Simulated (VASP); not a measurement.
# Na2HgAsBr6 (Fm-3m) in VASP: single point with PBE

Aim: the single point of Na2HgAsBr6 with PBE.

Program: VASP 6.6.1. These are calculated values, not measurements. Logs are shortened: lines on timing, memory, paths and dates and some standing lists are left out, and cuts for length are marked.

## Step 1: Starting point

It takes space group Fm-3m (No. 225, cubic). The conventional cell has a = 11.128 Å, b = 11.128 Å, c = 11.128 Å, α = 90.00°, β = 90.00°, γ = 90.00°. Na (site symmetry -43m) has 12 Br at 3.94 Å as nearest neighbours. Hg (site symmetry m-3m) is surrounded by 6 Br at 2.90 Å. As (site symmetry m-3m) has 6 Br at 2.67 Å as nearest neighbours. Around Br (site symmetry 4mm) lie 1 As at 2.67 Å and 1 Hg at 2.90 Å.

The cell comes from a database or a generator and needn't be the stable form of this composition.

## Step 2: Single point, PBE

The input, INCAR:

```
PREC = Accurate
ENCUT = 520
EDIFF = 1E-7
ISMEAR = -1
SIGMA = 0.2
LREAL = F
LASPH = T
NELM = 100
ALGO = Normal
ISIF = 2
LWAVE = F
LCHARG = F
GGA = PE
NBANDS = 48
```

The input, KPOINTS:

```
Automatic mesh
0
Gamma
  3 3 3
```

The input, POSCAR:

```
Na2HgAsBr6
1.0
    0.0000000000      5.5637700000      5.5637700000
    5.5637700000      0.0000000000      5.5637700000
    5.5637700000      5.5637700000      0.0000000000
Na Hg As Br
2 1 1 6
Direct
    0.7500000000      0.7500000000      0.7500000000
    0.2500000000      0.2500000000      0.2500000000
    0.5000000000      0.5000000000      0.5000000000
    0.0000000000      0.0000000000      0.0000000000
    0.7601900000      0.2398100000      0.2398100000
    0.2398100000      0.2398100000      0.7601900000
    0.2398100000      0.7601900000      0.7601900000
    0.2398100000      0.7601900000      0.2398100000
    0.7601900000      0.2398100000      0.7601900000
    0.7601900000      0.7601900000      0.2398100000
```

Potentials or basis: VASP PAW PBE potentials, release 64 (Na_pv, Hg, As, Br).

On the command line:

```console
> cat potpaw_PBE.64/Na_pv/POTCAR potpaw_PBE.64/Hg/POTCAR potpaw_PBE.64/As/POTCAR potpaw_PBE.64/Br/POTCAR > POTCAR
> mpirun -np 1 vasp_std > vasp.out
```

OUTCAR:

```text
PREC = Accurate
   ENCUT = 520
   EDIFF = 1E-7
   ISMEAR = -1
   LREAL = F
   LASPH = T
   NELM = 100
   ISIF = 2
   GGA = PE

 ion  position               nearest neighbor table
   1  0.750  0.750  0.750-
   2  0.250  0.250  0.250-
   3  0.500  0.500  0.500-   5 2.90   6 2.90   7 2.90   8 2.90   9 2.90  10 2.90
   4  0.000  0.000  0.000-   5 2.67   6 2.67   7 2.67   8 2.67   9 2.67  10 2.67
   5  0.760  0.240  0.240-   4 2.67   3 2.90
   6  0.240  0.240  0.760-   4 2.67   3 2.90
   7  0.240  0.760  0.760-   4 2.67   3 2.90
   8  0.240  0.760  0.240-   4 2.67   3 2.90
   9  0.760  0.240  0.760-   4 2.67   3 2.90
  10  0.760  0.760  0.240-   4 2.67   3 2.90

  LATTYP: Found a face centered cubic cell.
 ALAT       =    11.1275400000

  Lattice vectors:

 A1 = (   0.0000000000,   5.5637700000,   5.5637700000)
 A2 = (   5.5637700000,   0.0000000000,   5.5637700000)
 A3 = (   5.5637700000,   5.5637700000,   0.0000000000)

Analysis of symmetry for initial positions (statically):
=====================================================================
 Subroutine PRICEL returns:
 Original cell was already a primitive cell.

 Routine SETGRP: Setting up the symmetry group for a
 face centered cubic supercell.

 Subroutine GETGRP returns: Found 48 space group operations
 (whereof 48 operations were pure point group operations)
 out of a pool of 48 trial point group operations.

The static configuration has the point symmetry O_h .

Analysis of symmetry for dynamics (positions and initial velocities):
=====================================================================
 Subroutine PRICEL returns:
 Original cell was already a primitive cell.

 Routine SETGRP: Setting up the symmetry group for a
 face centered cubic supercell.

 Subroutine GETGRP returns: Found 48 space group operations
 (whereof 48 operations were pure point group operations)
 out of a pool of 48 trial point group operations.

The dynamic configuration has the point symmetry O_h .

 Subroutine INISYM returns: Found 48 space group operations
 (whereof 48 operations are pure point group operations),
 and found     1 'primitive' translations

----------------------------------------------------------------------------------------

                                     Primitive cell

  volume of cell :     344.4590

  direct lattice vectors                    reciprocal lattice vectors
     0.000000000  5.563770000  5.563770000    -0.089867122  0.089867122  0.089867122
     5.563770000  0.000000000  5.563770000     0.089867122 -0.089867122  0.089867122
     5.563770000  5.563770000  0.000000000     0.089867122  0.089867122 -0.089867122

  length of vectors
     7.868358992  7.868358992  7.868358992     0.155654422  0.155654422  0.155654422

  position of ions in fractional coordinates (direct lattice)
     0.750000000  0.750000000  0.750000000
     0.250000000  0.250000000  0.250000000
     0.500000000  0.500000000  0.500000000
     0.000000000  0.000000000  0.000000000
     0.760190000  0.239810000  0.239810000
     0.239810000  0.239810000  0.760190000
     0.239810000  0.760190000  0.760190000
     0.239810000  0.760190000  0.239810000
     0.760190000  0.239810000  0.760190000
     0.760190000  0.760190000  0.239810000

  ion indices of the primitive-cell ions
   primitive index   ion index
                 1           1
                 2           2
                 3           3
                 4           4
                 5           5
                 6           6
                 7           7
                 8           8
                 9           9
                10          10

----------------------------------------------------------------------------------------

 KPOINTS: Automatic mesh

Automatic generation of k-mesh.
 Grid dimensions read from file:
 generate k-points for:    3    3    3

 Generating k-lattice:

  Cartesian coordinates                     Fractional coordinates (reciprocal lattice)
    -0.029955707  0.029955707  0.029955707     0.333333333  0.000000000  0.000000000
     0.029955707 -0.029955707  0.029955707     0.000000000  0.333333333  0.000000000
     0.029955707  0.029955707 -0.029955707     0.000000000  0.000000000  0.333333333

  Length of vectors
     0.051884807  0.051884807  0.051884807

  Shift w.r.t. Gamma in fractional coordinates (k-lattice)
     0.000000000  0.000000000  0.000000000

 Subroutine IBZKPT returns following result:
 ===========================================

 Found      4 irreducible k-points:

 Following reciprocal coordinates:
            Coordinates               Weight
  0.000000  0.000000  0.000000      1.000000
  0.333333  0.000000  0.000000      8.000000
  0.333333  0.333333  0.000000      6.000000
 -0.333333  0.333333  0.000000     12.000000
   k-points           NKPTS =      4   k-points in BZ     NKDIM =      4   number of bands    NBANDS=     48
   number of dos      NEDOS =    301   number of ions     NIONS =     10
   total plane-waves  NPLWV = 216000
   dimension x,y,z NGX =    60 NGY =   60 NGZ =   60
   dimension x,y,z NGXF=   120 NGYF=  120 NGZF=  120
   ions per type =               2   1   1   6
   NGX,Y,Z   is equivalent  to a cutoff of  12.68, 12.68, 12.68 a.u.
   NGXF,Y,Z  is equivalent  to a cutoff of  25.35, 25.35, 25.35 a.u.
 SYSTEM =  unknown system
   PREC   = accura    normal or accurate (medium, high low for compatibility)
   ISTART =      0    job   : 0-new  1-cont  2-samecut
   ICHARG =      2    charge: 1-file 2-atom 10-const
   ISPIN  =      1    spin polarized calculation?
   LNONCOLLINEAR =      F non collinear calculations
   LSORBIT =      F    spin-orbit coupling
   LASPH  =      T    aspherical Exc in radial PAW
   ENCUT  =  520.0 eV  38.22 Ry    6.18 a.u.  14.63 14.63 14.63*2*pi/ulx,y,z
   NELM   =    100;   NELMIN=  2; NELMDL= -5     # of ELM steps
   EDIFF  = 0.1E-06   stopping-criterion for ELM
   LREAL  =      F    real-space projection
   EDIFFG = 0.1E-05   stopping-criterion for IOM
   NSW    =      0    number of steps for IOM
   IBRION =     -1    ionic relax: 0-MD 1-quasi-New 2-CG
   NFREE  =      0    steps in history (QN), initial steepest desc. (CG)
   ISIF   =      2    stress and relaxation
   ISYM   =      2    0-nonsym 1-usesym 2-fastsym
   POTIM  = 0.5000    time-step for ionic-motion
   TEBEG  =    0.0;   TEEND  =   0.0 temperature during run
   PSTRESS=    0.0 pullay stress
   NELECT =      73.0000    total number of electrons
   NUPDOWN=      -1.0000    fix difference up-down
   EMIN   =  10.00;   EMAX   =-10.00  energy-range for DOS
   EFERMI =   0.00;   METHOD = LEGACY
   ISMEAR =    -1;   SIGMA  =   0.20  broadening in eV -4-tet -1-fermi 0-gaus
   EFERMI_NEDOS =   21; number of points for ismear=-14 and -15
   IALGO  =     38    algorithm
   IMIX   =      4    mixing-type and parameters
     AMIX     =   0.40;   BMIX     =  1.00
     AMIX_MAG =   1.60;   BMIX_MAG =  1.00
  volume/ion in A,a.u.               =      34.45       232.45
  Fermi-wavevector in a.u.,A,eV,Ry     =   0.976045  1.844458 12.961785  0.952664
  Thomas-Fermi vector in A             =   2.106633
   LORBIT       =      0    0 simple, 1 ext, 2 COOP (PROOUT), +10 PAW based schemes
   GGA     = PE    functional components
   LHFCALC =     F    Hartree Fock is set to
   AEXX    =    0.0000 exact exchange contribution
   IVDW    =     0    specifies the selected vdW correction
   LEPSILON=     F    determine dielectric tensor
   LRPA    =     F    only Hartree local field effects (RPA)
 non-spin polarized calculation
  energy-cutoff  :      520.00
  volume of cell :      344.46
 maximum number of plane-waves:      9377
 NGX is ok and might be reduce to    60
   NGX = 29   NGY = 29   NGZ = 29

 number of electron      73.0000019 magnetization

 Free energy of the ion-electron system (eV)
  ---------------------------------------------------
  ext. energy  EPLUGINS =         0.00000000
  ---------------------------------------------------
  free energy    TOTEN  =       -24.53222943 eV

  energy without entropy =      -24.35793606  energy(sigma->0) =      -24.44508275

 E-fermi :   0.6926     XC(G=0):  -7.4334

 val. band max:        0.6835656706   @ k =  -0.3333   0.3333   0.0000
 cond. band min:       1.4656726136   @ k =   0.3333   0.3333   0.0000
 fundamental gap:      0.7821069429
 Fermi energy:         0.6926193175

 k-point     1 :       0.0000    0.0000    0.0000
  band No.  band energies     occupation
      1     -24.5182      2.00000
      2     -24.5182      2.00000
      3     -24.5182      2.00000
      4     -24.5181      2.00000
      5     -24.5181      2.00000
      6     -24.5181      2.00000
[... 40 lines left out ...]
     47       6.6630      0.00000
     48       7.1093      0.00000

 k-point     2 :       0.3333    0.0000    0.0000
  band No.  band energies     occupation
      1     -24.5182      2.00000
      2     -24.5182      2.00000
      3     -24.5182      2.00000
      4     -24.5181      2.00000
      5     -24.5181      2.00000
      6     -24.5181      2.00000
[... 40 lines left out ...]
     47       6.5738      0.00000
     48       6.5738      0.00000

 k-point     3 :       0.3333    0.3333    0.0000
  band No.  band energies     occupation
      1     -24.5182      2.00000
      2     -24.5182      2.00000
      3     -24.5182      2.00000
      4     -24.5181      2.00000
      5     -24.5181      2.00000
      6     -24.5181      2.00000
[... 40 lines left out ...]
     47       6.6705      0.00000
     48       6.8950      0.00000

 k-point     4 :      -0.3333    0.3333    0.0000
  band No.  band energies     occupation
      1     -24.5182      2.00000
      2     -24.5182      2.00000
      3     -24.5182      2.00000
      4     -24.5181      2.00000
      5     -24.5181      2.00000
      6     -24.5181      2.00000
[... 40 lines left out ...]
     47       6.3711      0.00000
     48       6.8251      0.00000

------------------------ aborting loop because EDIFF is reached ----------------------------------------

  FORCE on cell =-STRESS in cart. coord.  units (eV):
  Direction    XX          YY          ZZ          XY          YZ          ZX
  --------------------------------------------------------------------------------------
  -------------------------------------------------------------------------------------
  Total       -0.1767719     -0.1767719     -0.1767719      0.0000000      0.0000000      0.0000000
  in kB       -0.8222166     -0.8222166     -0.8222166      0.0000000      0.0000000      0.0000000
  external PRESSURE =      -0.8222166 kB  Pullay stress =       0.0000000 kB

 VOLUME and BASIS-vectors are now :
 -----------------------------------------------------------------------------
  energy-cutoff  :      520.00
  volume of cell :      344.46
      direct lattice vectors                 reciprocal lattice vectors
     0.000000000  5.563770000  5.563770000    -0.089867122  0.089867122  0.089867122
     5.563770000  0.000000000  5.563770000     0.089867122 -0.089867122  0.089867122
     5.563770000  5.563770000  0.000000000     0.089867122  0.089867122 -0.089867122

 POSITION                                       TOTAL-FORCE (eV/Angst)
 -----------------------------------------------------------------------------------
      8.34566      8.34566      8.34566        -0.000000      0.000000     -0.000000
      2.78188      2.78188      2.78188        -0.000000      0.000000     -0.000000
      5.56377      5.56377      5.56377        -0.000000      0.000000     -0.000000
      0.00000      0.00000      0.00000        -0.000000      0.000000     -0.000000
      2.66850      5.56377      5.56377        -0.020178      0.000000     -0.000000
      5.56377      5.56377      2.66850        -0.000000      0.000000     -0.020178
      8.45904      5.56377      5.56377         0.020178      0.000000     -0.000000
      5.56377      2.66850      5.56377        -0.000000     -0.020178     -0.000000
      5.56377      8.45904      5.56377        -0.000000      0.020178     -0.000000
      5.56377      5.56377      8.45904        -0.000000      0.000000      0.020178
 -----------------------------------------------------------------------------------
    total drift:                                0.000000      0.000000      0.000000

  FREE ENERGIE OF THE ION-ELECTRON SYSTEM (eV)
  ---------------------------------------------------
  free  energy   TOTEN  =       -24.5322294280 eV

  energy  without entropy=      -24.3579360626  energy(sigma->0) =      -24.44508275
```

Run time: 65 s. Hardware: 1 thread of Intel Xeon 6975P-C (Granite Rapids), shared host; peak memory 0.52 GiB.

What came out:

```yaml
Free_energy: -24.5322 eV
Pressure: -0.1 GPa
Largest_force: 0.020 eV/Å
Band_gap_on_the_k_mesh: none (metal or under the smearing width)
```

Forces on the atoms (eV/Å):
```
Na   0.000  0.000  0.000
Na   0.000  0.000  0.000
Hg   0.000  0.000  0.000
As   0.000  0.000  0.000
Br  -0.020  0.000  0.000
Br   0.000  0.000 -0.020
Br   0.020  0.000  0.000
Br   0.000 -0.020  0.000
Br   0.000  0.020  0.000
Br   0.000  0.000  0.020
```

Levels at points of the mesh, in eV from the Fermi level:
```
           k point  band 34  band 35  band 36  band 37  band 38  band 39
(0.00, 0.00, 0.00)    -1.54    -1.54    -1.54     1.35     1.35     1.35
```

Caveat: an odd number of electrons without spin polarisation forces a metal; a magnetic or distorted state may lie lower. Spin-orbit coupling is left out, which matters for the levels of Hg.
